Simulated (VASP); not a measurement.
Shape and ions are relaxed at each volume.

Energy against volume of Ti (hcp). All values below come from SCAN meta-GGA, VASP's PBE PAW potentials (set 64) (plane waves; VASP).

| V (Å³/atom) | E (eV/atom) |
|---|---|
| 16.267 | -16.01924 |
| 16.786 | -16.03555 |
| 17.305 | -16.03869 |
| 17.824 | -16.03019 |
| 18.343 | -16.01185 |

Question: Fit a third-order Birch-Murnaghan equation of state.

Answer: 
```json
{
 "volume_per_atom": "17.17 Å³/atom",
 "bulk_modulus": "121 GPa",
 "pressure_derivative_of_the_bulk_modulus": "3.77"
}
```

Measured: bulk modulus 108 GPa at 0 K (computed value off by +12.1 %), as given by Vázquez-Parga, Fernández-Martínez, Viñes, J. Chem. Theory Comput. (2023), doi:10.1021/acs.jctc.3c00612, Supporting … [zero-point energy and finite temperature contributions removed].

The compound is Ti in the hcp structure. It was relaxed first.
